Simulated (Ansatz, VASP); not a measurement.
**Sb (Antimony): VASP beside Ansatz**

Aim: how closely do two programs agree when they are given the same cell, functional and k mesh? The cell is taken from a series of runs on this material, whose earlier steps may have relaxed, scaled, displaced or heated it; both programs get it as it stands.

Calculated with Ansatz 0.2.0; plane waves, with VASP 6.6.1 beside it; zone-centre phonons at LDA.

## (1) Set-up

The structure is trigonal, space group R-3m (No. 166). Conventional cell: a = 4.315 Å, b = 4.315 Å, c = 10.744 Å, α = 90.00°, β = 90.00°, γ = 120.00°. Nearest to Sb lie 6 Sb at 2.91 to 3.24 Å.

## (2) Ansatz: zone-centre phonons, LDA

Ansatz runs on its PAW soft_1 files.

Second derivatives magnify differences that forces hide, and they need a tight electronic threshold.

Input file input.yaml:

```yaml
crystal:
  lattice:
    - [2.1572732594, 1.245502297, 3.5812179335]
    - [-2.1572732594, 1.245502297, 3.5812179335]
    - [0.0, -2.491004594, 3.5812179335]
  atoms:
    - { symbol: Sb, position: [0.236762161, 0.2367621598, 0.236762161] }
    - { symbol: Sb, position: [0.763237839, 0.7632378402, 0.763237839] }
kpoints:
  mp_grid: { grid: [12, 12, 12] }
hamiltonian:
  xc: lda
  pseudopotentials: { kind: paw, azcp: { folder: soft_1 }, xc_functional: pbe }
scf:
  occupations: { method: methfessel_paxton, width: 0.2 }
output:
  eigenvalues: true
phonons:
  method: dfpt
```

Launch:

```console
$ ansatz run input.yaml --threads 4 --pin off --max-ram 10240MiB --backend cpu --events-out ev --progress --plain --runs-dir out
```

Numbers of over 12 decimals in the logs are rounded to 6 here.

Output:

```text
Engine: ansatz 0.2.0, x86_64-unknown-linux-gnu
Pseudopotentials: kind: paw
Pseudopotential: Sb, paw, valence charge 15, recommended cutoff 420 eV (normal), soft_1/Sb.paw.azcp
Functional definition: SPW92
  exchange = slater_x
  correlation = pw_c
Crystal: 2 atoms, lattice volume = 57.734 Å³
Basis set: ecut = 420 eV, 1133 PW (Γ), exchange–correlation on 60×60×60 points (8 copies of the dense FFT grid, shifted against one another)
Bands: 19, of which v1, the nominal top of the filled ones, is band 15 counted from 1 (14 counted from 0)
Symmetry: 12 space group operations
k-points: 476 of 1728 (irreducible under 2 space group operations, time reversal used)
Non-local potential: Sb, projectors of the file, l = 0: 2, l = 1: 2, l = 2: 2, l = 3: 1
PAW form: soft (Blöchl's): semilocal exchange-correlation on the pseudo side does not see the compensation charge
PAW frozen core: Sb, regenerated for the run's functional, and the local potential with it (the file was generated under x = pbe(κ = 0.804, μ = 0.219515), c = pbe(β = 0.066725))
PAW one-centre angular grid: Sb, 590 points (default); XC on 64 Gauss nodes
Initial density: superposition of atomic densities (chi_scale 0.1, normalization cell)
Initial wavefunctions: pseudopotential atomic-orbital guess
Functional: x = slater, c = lda
SCF iter   1: F=—  HF=-12671.790390 eV  |F-HF|=—  |Δ(HF+E_count)|=         —  Δρ=1.48e-2  dr2=1.03e-1  ethr=3.10e-3  ⟨swp⟩=5.9  Hψ=48054  notcnv=0
preconditioner: auto → none  [insulator: Δε(μ)=0.141 eV  Ē_g=8.882 eV  σ=0.200 eV  W_gap=0.56  n_scr=14 (ndim 8)  ℏωp=15.5 eV  f_vac=0.000  D(μ)=0.18/eV (n_scr^D=0)  ε∞_Penn≈4.0]
SCF iter   2: F=—  HF=-12671.767824 eV  |F-HF|=—  |Δ(HF+E_count)|=   2.26e-2  S|Δr|=    0.00e0  Δρ=6.73e-3  dr2=2.07e-2  ethr=3.44e-4  ⟨swp⟩=1.1  Hψ=12988  notcnv=0
SCF iter   3: F=—  HF=-12671.764494 eV  |F-HF|=—  |Δ(HF+E_count)|=   3.33e-3  S|Δr|=    0.00e0  Δρ=5.26e-4  dr2=1.82e-4  ethr=6.92e-5  ⟨swp⟩=1.5  Hψ=9855  notcnv=0
SCF iter   4: F=—  HF=-12671.764489 eV  |F-HF|=—  |Δ(HF+E_count)|=   5.34e-6  S|Δr|=    0.00e0  Δρ=2.37e-4  dr2=2.36e-5  ethr=6.05e-7  ⟨swp⟩=2.0  Hψ=16197  notcnv=0
SCF iter   5: F=—  HF=-12671.764483 eV  |F-HF|=—  |Δ(HF+E_count)|=   5.60e-6  S|Δr|=    0.00e0  Δρ=5.43e-5  dr2=1.02e-6  ethr=7.87e-8  ⟨swp⟩=2.0  Hψ=16194  notcnv=0
SCF iter   6: F=—  HF=-12671.764483 eV  |F-HF|=—  |Δ(HF+E_count)|=   1.63e-7  S|Δr|=    0.00e0  Δρ=8.63e-6  dr2=1.66e-8  ethr=3.40e-9  ⟨swp⟩=2.0  Hψ=16254  notcnv=0
SCF iter   7: F=—  HF=-12671.764483 eV  |F-HF|=—  |Δ(HF+E_count)|=   1.11e-8  S|Δr|=    0.00e0  Δρ=1.33e-6  dr2=3.97e-10  ethr=5.54e-11  ⟨swp⟩=1.1  Hψ=9102  notcnv=0
SCF iter   8: F=-12671.764483 eV  HF=-12671.764483 eV  |F-HF|=7.28e-12  |Δ(HF+E_count)|=  2.36e-10  S|Δr|=    0.00e0  Δρ=1.29e-7  dr2=5.70e-12  ethr=1.00e-12  ⟨swp⟩=4.9  Hψ=51000  notcnv=0
SCF 1 converged in 8 iterations: F = -12671.764483 eV  dr2 = 5.70e-12
  greatest PAW one-centre occupation: 0.997 electrons in one spin orbital (limit 2), on the Sb atom at site 1 (counted from 0), in its partial waves of l = 2
DFPT response loops at Γ: preconditioner auto → Kerker (q_TF=auto, 2.446 Å⁻¹) (partly filled bands, converged f_vac=0.000); β = 1.00, the filter's whole step (`scf.mixing.beta` (0.50) is not read by the response loops under this deck's `scf.mixing.preconditioner`; to damp them name `kerker` or `kerker_dos`, under which they read `scf.mixing.beta`, and type it under 1.00, their step now; both keys bind the ground state too); Broyden in place of MSR1
SCF converged after 8 iterations
Stability not checked: this state was not tested for a lower state beside it, because cold or Methfessel-Paxton smearing, or corrected tetrahedra, fill the levels in a way that the test cannot read (fill_not_monotonic; see scf.lower_state_search)
Free energy (F): -12671.764483 eV
Harris-Foulkes:  -12671.764483 eV  (|F-HF|=7.28e-12)
Internal energy: -12671.766636 eV  (E = F + TS)
E sigma→0 (E₀):  -12671.765021 eV
Entropy (-TS):   0.002153 eV (1.076 meV/atom)
Fermi energy:    10.540216 eV
--- Per-component energies (eV) ---
  E_band       = -320.525587
  E_kinetic    = 329.021214
  E_local      = -3094.322015  (includes V_loc(G=0)·N_el)
  E_nonlocal   = 787.648634
  E_hartree    = 1279.620196
  E_xc         = -198.182968
  E_vxc        = -183.851631  (∫ρ·V_xc dr)
  E_paw        = -8789.680774  (= ΣΔE_a)
  E_vpaw       = -718.262443  (= ΣTr[D̂ρ^β])
  E_aug_tail   = 0.000249  (compensation charges beyond the density's cutoff)
  E_ewald      = -2986.988792
  E_core_change = 1.117622  (= ΣΔE_core)
  E_smearing   = 0.002153  (= −TS)
  E_closure    = -0.000000  (closes the sum)
  Σ components = -12671.764483   (vs F -12671.764483, Δ=0.00e0)
--- Band table (eV; the first three rows and the last of 476) ---
  k-point 0: bands = [... 11 lower, 5.9459, 8.6880, 8.6880, 8.7879, 13.0915, 13.5451, 13.5451, 15.5680]
  k-point 1: bands = [... 11 lower, 5.5267, 8.6868, 8.7716, 8.9583, 12.9529, 13.2997, 13.3236, 15.3177]
  k-point 2: bands = [... 11 lower, 4.5994, 8.6915, 8.8007, 9.3810, 12.5152, 12.6994, 12.7919, 15.1983]
  k-point 475: bands = [... 11 lower, 1.2871, 9.2962, 9.2962, 10.0523, 10.4128, 10.4128, 11.4047, 18.2269]
--- Phonons (Γ-DFPT): 2 representative perturbations + reference, on 476 of 1728 k-points (Σ response iterations 6) ---
  k mesh reduced under 2 symmetry operations, with k and −k counted as one. Each operation leaves every solved perturbation unchanged. A smaller set is not used because it would not reduce the number of displacements times k-points to solve
  ASR residual: 3.785e-5 → 0.000e0 eV/Å²; symmetrization residual: 1.997e-5 eV/Å²
  ASR residual per site (eV/Å²): 3.78e-5 3.78e-5
  Γ frequencies (cm⁻¹): 0.00 0.00 0.00 79.98 79.98 138.30
  non-analytic LO–TO correction: not included (Born effective charges unavailable; polar crystals: no LO–TO splitting at Γ)
```

## (3) VASP: zone-centre phonons, LDA

The same cell, functional (in two slightly different forms), mesh and smearing now go to VASP, with its own data sets.

Lines of VASP's logs that name or quote its potential files are left out, and so is its time.

Input file INCAR:

```
SYSTEM = Sb
PREC = Accurate
ENCUT = 500
EDIFF = 1E-08
NELM = 120
ISMEAR = 1
SIGMA = 0.2
LREAL = .FALSE.
ALGO = Normal
GGA = CA
NBANDS = 11
LORBIT = 11
LWAVE = .FALSE.
LCHARG = .FALSE.
ISIF = 2
IBRION = 8
LASPH = .TRUE.
GGA_COMPAT = .FALSE.
KPAR = 2
```

Input file POSCAR:

```
Sb
1.0
    2.1572732594      1.2455022970      3.5812179335
   -2.1572732594      1.2455022970      3.5812179335
    0.0000000000     -2.4910045940      3.5812179335
Sb
2
Direct
    0.2367621610      0.2367621598      0.2367621610
    0.7632378390      0.7632378402      0.7632378390
```

Input file KPOINTS:

```
Automatic mesh
0
Gamma
12 12 12
0 0 0
```

The projector-augmented-wave data sets are Sb (LDA family, release 64).

Launch:

```console
$ mpirun -np 2 vasp_std
```

Output:

```text
[banner, memory and clock lines left out]
running    2 mpi-ranks, on    1 nodes
 distrk:  each k-point on    1 cores,    2 groups
 distr:  one band on    1 cores,    1 groups

 POSCAR found type information on POSCAR Sb
 POSCAR found :  1 types and       2 ions
 LDA part: xc-table for (Slater(with rela. corr.)+CA(PZ))
 , standard interpolation
 POSCAR, INCAR and KPOINTS ok, starting setup
 FFT: planning ... GRIDC
 FFT: planning ... GRID_SOFT
 FFT: planning ... GRID
 WAVECAR not read
 entering main loop
       N       E                     dE             d eps       ncg     rms          rms(c)
DAV:   1     0.361566133557E+02    0.36157E+02   -0.35187E+03  4158   0.695E+02
DAV:   2    -0.767096325311E+01   -0.43828E+02   -0.42486E+02  5810   0.115E+02
DAV:   3    -0.963059501027E+01   -0.19596E+01   -0.19354E+01  5067   0.276E+01
DAV:   4    -0.964847890840E+01   -0.17884E-01   -0.17879E-01  4616   0.315E+00
DAV:   5    -0.964869012680E+01   -0.21122E-03   -0.21122E-03  4870   0.381E-01    0.326E+00
DAV:   6    -0.963340238797E+01    0.15288E-01   -0.33438E-03  4656   0.314E-01    0.194E+00
DAV:   7    -0.962482236732E+01    0.85800E-02   -0.71459E-03  4524   0.453E-01    0.559E-02
DAV:   8    -0.962482910862E+01   -0.67413E-05   -0.21536E-04  4692   0.104E-01    0.179E-02
DAV:   9    -0.962483267892E+01   -0.35703E-05   -0.14933E-05  4758   0.239E-02    0.666E-03
DAV:  10    -0.962483231960E+01    0.35933E-06   -0.17569E-06  4740   0.733E-03    0.903E-04
DAV:  11    -0.962483235303E+01   -0.33431E-07   -0.15684E-07  4668   0.250E-03    0.362E-04
DAV:  12    -0.962483235347E+01   -0.44048E-09   -0.98849E-09  2913   0.558E-04
   1 F= -.96248324E+01 E0= -.96255383E+01  d E =0.211792E-02
 Linear response reoptimize wavefunctions to high precision
DAV:   1    -0.962483235367E+01   -0.20117E-09   -0.17855E-09  3645   0.290E-04
DAV:   2    -0.962483235368E+01   -0.10630E-10   -0.14446E-10  2451   0.904E-05
 Linear response DOF=           2
 Linear response progress:
  Degree of freedom:   1/  2
       N       E                     dE             d eps       ncg     rms          rms(c)
RMM:   1    -0.261341204157E-01   -0.26134E-01    0.21321E-02 38914   0.122E+00
RMM:   2    -0.257412744291E-01    0.39285E-03   -0.17749E-03 30108   0.254E-01    0.507E-02
RMM:   3    -0.257490650204E-01   -0.77906E-05   -0.42239E-05 31684   0.417E-02    0.299E-02
RMM:   4    -0.258109200069E-01   -0.61855E-04   -0.16846E-05 31908   0.205E-02    0.227E-03
RMM:   5    -0.258174211375E-01   -0.65011E-05   -0.88490E-07 32708   0.379E-03    0.106E-03
RMM:   6    -0.258188319482E-01   -0.14108E-05    0.28640E-07 31413   0.902E-04    0.305E-04
RMM:   7    -0.258179448225E-01    0.88713E-06    0.64049E-08 33183   0.244E-04    0.954E-05
RMM:   8    -0.258179243765E-01    0.20446E-07    0.39446E-09 33860   0.709E-05    0.215E-05
RMM:   9    -0.258179116483E-01    0.12728E-07    0.18786E-09 33817   0.242E-05    0.226E-06
RMM:  10    -0.258179125229E-01   -0.87461E-09   -0.12513E-08 33957   0.122E-05    0.587E-07
 first order change of Fermi-energy  -0.19873E-05
 force on displaced ion       1 direction 1 :  -1.618  -0.000   0.000
 Linear response progress:
  Degree of freedom:   2/  2
       N       E                     dE             d eps       ncg     rms          rms(c)
RMM:   1    -0.269495661645E-01   -0.26950E-01    0.12401E-02  8118   0.123E+00
RMM:   2    -0.255850398406E-01    0.13645E-02   -0.17455E-03  6514   0.265E-01    0.477E-02
RMM:   3    -0.254959686175E-01    0.89071E-04   -0.44713E-05  6891   0.449E-02    0.284E-02
RMM:   4    -0.254360750602E-01    0.59894E-04   -0.25190E-05  6736   0.244E-02    0.661E-03
RMM:   5    -0.254446242099E-01   -0.85491E-05   -0.80628E-07  6974   0.511E-03    0.233E-03
RMM:   6    -0.254464786121E-01   -0.18544E-05   -0.49198E-08  7004   0.105E-03    0.787E-04
RMM:   7    -0.254457631133E-01    0.71550E-06    0.17158E-08  7084   0.309E-04    0.197E-04
RMM:   8    -0.254457882533E-01   -0.25140E-07    0.62970E-09  7200   0.594E-05    0.258E-05
RMM:   9    -0.254458009762E-01   -0.12723E-07    0.25951E-09  7238   0.254E-05    0.159E-05
RMM:  10    -0.254458010074E-01   -0.31214E-10    0.27949E-09  7208   0.134E-05    0.290E-06
 first order change of Fermi-energy  -0.43625E+00
 force on displaced ion       1 direction 3 :   0.000  -0.000  -4.475
 Linear response finished
```

From OUTCAR (step 3):

```text
ion  position               nearest neighbor table
   1  0.237  0.237  0.237-   2 2.91   2 2.91   2 2.91   2 3.24   2 3.24   2 3.24
   2  0.763  0.763  0.763-   1 2.91   1 2.91   1 2.91   1 3.24   1 3.24   1 3.24

  LATTYP: Found a trigonal (rhomboedric) cell.
 ALAT       =     4.3623646999
 COS(alpha) =     0.5109014501

 Subroutine GETGRP returns: Found 12 space group operations
 (whereof 12 operations were pure point group operations)

The static configuration has the point symmetry D_3d.

 Found    189 irreducible k-points:

   k-points           NKPTS =    189   k-points in BZ     NKDIM =    189   number of bands    NBANDS=     11

   dimension x,y,z NGX =    32 NGY =   32 NGZ =   32
   dimension x,y,z NGXF=    64 NGYF=   64 NGZF=   64

   ENCUT  =  500.0 eV  36.75 Ry    6.06 a.u.   7.95  7.95  7.95*2*pi/ulx,y,z

   NELECT =      10.0000    total number of electrons

 k-points in reciprocal lattice and weights: Automatic mesh
   0.00000000  0.00000000  0.00000000       0.001
   0.08333333  0.00000000 -0.00000000       0.003
   0.16666667  0.00000000  0.00000000       0.003
   0.25000000  0.00000000  0.00000000       0.003
   0.33333333 -0.00000000  0.00000000       0.003
   0.41666667 -0.00000000  0.00000000       0.003
   0.50000000  0.00000000  0.00000000       0.002
   0.08333333  0.08333333  0.00000000       0.003
   0.16666667  0.08333333  0.00000000       0.007
[...]
-0.41666667  0.50000000  0.41666667       0.003
   0.50000000  0.50000000  0.50000000       0.001

 average (electrostatic) potential at core
       1 -86.2373       2 -86.2373

  Total        0.1110085      0.1110085      0.4164315     -0.0000000     -0.0000000      0.0000000
  in kB        3.0805978      3.0805978     11.5563966     -0.0000000     -0.0000000      0.0000000
  external PRESSURE =       5.9058641 kB  Pullay stress =       0.0000000 kB

  energy-cutoff  :      500.00
  volume of cell :       57.73
      direct lattice vectors                 reciprocal lattice vectors
     2.157273259  1.245502297  3.581217934     0.231774068  0.133814821  0.093078204
    -2.157273259  1.245502297  3.581217934    -0.231774068  0.133814821  0.093078204
     0.000000000 -2.491004594  3.581217934     0.000000000 -0.267629642  0.093078204

 POSITION                                       TOTAL-FORCE (eV/Angst)
 -----------------------------------------------------------------------------------
      0.00000     -0.00000      2.54369         0.000000      0.000000      0.059215
     -0.00000      0.00000      8.19996         0.000000     -0.000000     -0.059215
 -----------------------------------------------------------------------------------
    total drift:                               -0.000000     -0.000000     -0.000000

 Eigenvectors and eigenvalues of the dynamical matrix
 ----------------------------------------------------

   1 f  =    4.238733 THz    26.632747 2PiTHz  141.388927 cm-1    17.529985 meV
             X         Y         Z           dx          dy          dz
      0.000000 -0.000000  2.543691     0.000000    0.000000    0.707107
     -0.000000  0.000000  8.199963     0.000000   -0.000000   -0.707107

   2 f  =    2.548797 THz    16.014564 2PiTHz   85.018720 cm-1    10.540973 meV
             X         Y         Z           dx          dy          dz
      0.000000 -0.000000  2.543691     0.707107   -0.000002    0.000000
     -0.000000  0.000000  8.199963    -0.707107    0.000002    0.000000

   3 f  =    2.548797 THz    16.014564 2PiTHz   85.018720 cm-1    10.540973 meV
             X         Y         Z           dx          dy          dz
      0.000000 -0.000000  2.543691     0.000002    0.707107    0.000000
     -0.000000  0.000000  8.199963    -0.000002   -0.707107    0.000000

   4 f  =    0.000000 THz     0.000000 2PiTHz    0.000001 cm-1     0.000000 meV
             X         Y         Z           dx          dy          dz
      0.000000 -0.000000  2.543691    -0.000592    0.242203    0.664332
     -0.000000  0.000000  8.199963    -0.000592    0.242203    0.664332

   5 f/i=    0.000000 THz     0.000000 2PiTHz    0.000001 cm-1     0.000000 meV
             X         Y         Z           dx          dy          dz
      0.000000 -0.000000  2.543691     0.017404    0.664136   -0.242116
     -0.000000  0.000000  8.199963     0.017404    0.664136   -0.242116

   6 f/i=    0.000000 THz     0.000000 2PiTHz    0.000001 cm-1     0.000000 meV
             X         Y         Z           dx          dy          dz
      0.000000 -0.000000  2.543691     0.706892   -0.016149    0.006517
     -0.000000  0.000000  8.199963     0.706892   -0.016149    0.006517

 ELASTIC MODULI CONTR FROM IONIC RELAXATION (kBar)
 Direction    XX          YY          ZZ          XY          YZ          ZX
 --------------------------------------------------------------------------------
 XX         -87.1406    -70.0996   -127.6076     -0.0000     41.6323      0.0000
 YY         -70.0996    -87.1406   -127.6076      0.0000    -41.6323     -0.0000
 ZZ        -127.6076   -127.6076   -207.1188      0.0000     -0.0000     -0.0000
 XY          -0.0000      0.0000      0.0000     -8.5205      0.0000     39.2115
 YZ          41.6323    -41.6323     -0.0000      0.0000   -203.4202     -0.0000
 ZX           0.0000     -0.0000     -0.0000     39.2115     -0.0000   -180.4513
 --------------------------------------------------------------------------------
```

Energies printed during the response cycles are not total energies of the cell.

## (4) Side by side

Known differences besides the potentials themselves: the two LDA forms differ slightly; the data sets hold 30 valence electrons in Ansatz (on its PAW soft_1 files) and 10 in VASP; the cutoff is 420 eV in Ansatz and 500 eV in VASP; VASP's log shows a relativistic correction to its local exchange, Ansatz's none. Total energies have different zeros and are not compared.

Both answers:

| quantity | Ansatz | VASP | difference |
| --- | --- | --- | --- |
| optical mode 1 to 2 (cm⁻¹) | 80.0 | 85.0 | -5.93 % |
| optical mode 3 (cm⁻¹) | 138.3 | 141.4 | -2.18 % |

Modes are paired by rising frequency, not by their patterns, so a pair may set unlike modes beside each other; they are those without the splitting of longitudinal modes.

## (5) Results

| Item | Value |
| --- | --- |
| r.m.s. difference of the optical zone-centre modes, each program's sorted by frequency (zone-centre phonons, LDA) | 4.5 cm⁻¹ |
| difference in optical mode 1 to 2 (zone-centre phonons, LDA) | -5.9 % |

The r.m.s. difference of the optical zone-centre modes, each program's sorted by frequency is 4.5 cm⁻¹ (zone-centre phonons, LDA). The data sets hold unlike numbers of valence electrons (30 in Ansatz and 10 in VASP), so part of the differences comes from the potentials. Among the rows given in per cent, the largest difference of the zone-centre phonons, LDA pair is in optical mode 1 to 2, -5.9 %. How closely two codes agree says nothing of how well the functional describes the real material.

[Lines on the potential files, build, host, timing and source positions are cut from VASP's logs without a mark.]

[Logs are printed without paths, hosts, clocks, repeated set-up lines and the standing remarks that a program may print on its own settings, such as how far it seeks lower states.]

[Hosts, paths, dates, database ids (printed as entryN), source tags and the programs' standing remarks are cut or masked in the printed files.]
